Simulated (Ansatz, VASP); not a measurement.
# One calculation of AlIn2As2P, two programs

```
Al In P As
1.0
     4.44052    0.00000    0.00000
     0.00000    4.44052    0.00000
     0.00000    0.00000    5.86231
Al In P As
1 2 1 2
Direct
  0.00000 0.00000 0.00000
  0.00000 0.50000 0.50000
  0.50000 0.00000 0.50000
  0.00000 0.00000 0.50000
  0.50000 0.50000 0.77140
  0.50000 0.50000 0.22860
```

Change from the starting cell: species swapped into the CeCr2Si2C type (P4/mmm, No. 123).

Alike in both runs: task relaxation of cell and atoms; functional PBE; k mesh 4 × 4 × 4; occupations gaussian, width 0.1 eV; no spin polarisation.

|  | VASP | Ansatz |
| --- | --- | --- |
| version | VASP 6.6.1 | Ansatz 0.2.0 |
| potentials or method | VASP PAW PBE potentials, release 64 (Al, In_d, P, As) | scalar-relativistic, plane waves, PAW |
| plane-wave cutoff (eV) | 600 | 420 |
| valence electrons in the cell | 44 | 64 |

|  | VASP | Ansatz | Ansatz less VASP |
| --- | --- | --- | --- |
| gap on the k mesh at the Fermi level, each at its own relaxed structure (eV) | none | none | - |
| relaxed volume (Å³/atom) | 24.98 | 24.90 | -0.083 |
| relaxed cell length with the largest relative difference (Å) | 5.387 | 5.377 | -0.0096 |
| energy change over the relaxation (meV/atom) | -803 | -806 | -3.6 |

A gap of «none» marks a metal or a gap that the smearing closes. The two sets of potentials don't hold the same shells in valence.

Caveats: the volume moved by over 15 % at a fixed basis, so the end points are rough (VASP).
